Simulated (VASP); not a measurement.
VASP runs on Hf₂Zr (space group I4/mmm) share one base input (PBE GGA, plane waves, VASP's PBE PAW potentials (set 64)) and change the settings named in each case.

File POSCAR:
```
Hf2Zr
5.5182760
 -0.3537642916   0.3537642916   0.8658530309
  0.3537642916  -0.3537642916   0.8658530309
  0.3537642916   0.3537642916  -0.8658530309
Zr Hf
1 2
Direct
  0.0000000000   0.0000000000   0.0000000000
  0.3353000000   0.3353000000   0.0000000000
  0.6647000000   0.6647000000   0.0000000000
```

### INCAR
```
# general
SYSTEM   =  Hf2Zr
PREC     =  Accurate
ENCUT    =  300
LREAL    =  .FALSE.
LASPH    =  .TRUE.

# electronic loop
EDIFF    =  1E-6
NELM     =  100
ALGO     =  Normal
LMAXMIX  =  6

# smearing
ISMEAR   =  0
SIGMA    =  0.05

# functional
GGA      =  PE

# ions
ISIF     =  2

# output
LWAVE    =  .FALSE.
LCHARG   =  .FALSE.
```

**KPOINTS**
```
Automatic mesh
0
Gamma
7 7 7
0 0 0
```

POTCAR, in this order: Zr_sv Hf_pv (PBE.64 set). Program: vasp_std.

| change | E(σ→0) (eV/atom) | pressure (GPa) | largest force (eV/Å) | −TS (eV) |
|---|---|---|---|---|
| base run | -9.2863 | -6.83 | 0.149 | -0.0081 |
| GGA = PS | -9.8176 | -10.52 | 0.142 | -0.0080 |
| GGA_COMPAT = .FALSE., LNONCOLLINEAR = .TRUE., LSORBIT = .TRUE., MAGMOM = 0.0 0.0 0.0 0.0 0.0 0.0 0.0 0.0 0.0, program vasp_ncl | -9.7670 | -7.11 | [?] | [?] |
| KPOINTS 2×2×2 Γ-centred mesh | -9.2292 | -7.11 | 0.396 | -0.0023 |

### Question
Some entries are withheld; supply them.

### Answer

- GGA_COMPAT = .FALSE., LNONCOLLINEAR = .TRUE., LSORBIT = .TRUE., MAGMOM = 0.0 0.0 0.0 0.0 0.0 0.0 0.0 0.0 0.0, program vasp_ncl, largest force (eV/Å): 0.143
- GGA_COMPAT = .FALSE., LNONCOLLINEAR = .TRUE., LSORBIT = .TRUE., MAGMOM = 0.0 0.0 0.0 0.0 0.0 0.0 0.0 0.0 0.0, program vasp_ncl, −TS (eV): -0.0078

Energies of different potentials or functionals have different zeros.  Unless said otherwise, spin-orbit coupling is left out, though it shifts the bands of the heavy elements here. At 300 eV the pressure can carry a Pulay error.

Left out are runs that ran out of time, are held back, or changed the cell or the kind of run, fixed moments of cells without a moment, rows past the twelfth, gaps on odd meshes, pressures of charged cells and columns that move by less than the noise.

The structure was generated: Hf2Zr was put into an ordered model structure, which need not be its known phase. The cell was not relaxed at this level, forces remain on its atoms.
